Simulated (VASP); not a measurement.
```
Ho
1.0
    0.00000     2.49846     2.49846
    2.49846     0.00000     2.49846
    2.49846     2.49846     0.00000
Ho
1
Direct
  0.00000   0.00000   0.00000
```

These are PBEsol GGA, VASP's PBE PAW potentials (set 64) (plane waves; VASP 6.6.1) values and carry that method's errors. Settings: 400 eV cut-off, 11×11×11 Γ-centred mesh, first-order Methfessel-Paxton smearing of 0.10 eV, potentials Ho_3.

The 4f electrons are frozen in the core of the lanthanide potential, so 4f levels, which can set the real gap, and their magnetism are missing. Energy and stress use the plane-wave basis of the starting cell.

Problem. The ions, cell shape and volume are relaxed. Give the cell that the relaxation ends in.

Solution. 
```
Ho
1.0
    0.00000     2.43981     2.43981
    2.43981     0.00000     2.43981
    2.43981     2.43981     0.00000
Ho
1
Direct
  0.00000   0.00000   0.00000
```
Space group Fm-3m (225), at a tolerance of 0.03 Å.

Problem. How do energy and volume change from the first to the last step?

Solution. The energy (σ→0) changes by -20.2 meV/atom and the volume by -6.9 %, in 3 ionic steps.

| step | E(σ→0) (eV) | max force (eV/Å) | pressure (GPa) | volume (Å³) |
|---|---|---|---|---|
| 1 | -4.9147 | 0.000 | -2.85 | 31.19 |
| 2 | -4.9345 | 0.000 | 0.48 | 28.75 |
| 3 | -4.9349 | 0.000 | 0.02 | 29.05 |

The structure was generated: Ho was put into the fcc type (Fm-3m), which need not be its known phase. This run relaxes it. Symmetry was kept, so distortions that lower it aren't found.
